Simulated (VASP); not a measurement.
Given:

```
La2O3
1.0
    1.96888    -3.41020     0.00000
    1.96888     3.41020     0.00000
    0.00000     0.00000     6.18397
La O
2 3
Direct
  0.33333   0.66667   0.24727
  0.66667   0.33333   0.75273
  0.00000   0.00000   0.00000
  0.33333   0.66667   0.64578
  0.66667   0.33333   0.35422
```

Level of theory: PBE GGA, VASP's PBE PAW potentials (set 64) (plane waves; VASP). Numerical set-up: 520 eV cut-off, 8×8×5 Γ-centred mesh, Gaussian smearing of 0.010 eV, potentials La O.

Q: Estimate the energy per atom (σ→0).

A: 
```yaml
energy per atom (σ→0): -8.365 eV/atom
```

The absolute energy has meaning only against runs of the same code, potentials and settings.

The compound is La2O3 in the a-type structure. It was relaxed first.
